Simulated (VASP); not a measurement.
Consider the following.

```
HoIn
1.0
    3.68297     0.00000     0.00000
    0.00000     3.68297     0.00000
    0.00000     0.00000     3.68297
Ho In
1 1
Direct
  0.00000   0.00000   0.00000
  0.50000   0.50000   0.50000
```

Calculation: PBEsol GGA, VASP's PBE PAW potentials (set 64) (plane waves; VASP). Numerical set-up: 400 eV cut-off, 11×11×11 Γ-centred mesh, tetrahedra with Blöchl corrections, potentials Ho_3 In_d.

The 4f electrons are frozen in the core of the lanthanide potential, so 4f levels, which can set the real gap, and their magnetism are missing.  Unless said otherwise, spin-orbit coupling is left out, though it shifts the bands of the heavy elements here.

Question: Predict the energy per atom (σ→0), band gap (on the k-mesh) with the smallest direct gap where there is one.

Answer: 
The band gap (on the k-mesh) is none (metal, semimetal or under 0.01 eV) and the energy per atom (σ→0) comes out as -4.473 eV/atom.

Total energies compare only between runs with the same potentials, cut-off and functional.

The structure comes from a measured HoIn entry (Pm-3m) of the Crystallography Open Database, whose conditions weren't checked. It was relaxed first, which changed the volume by -7 %.
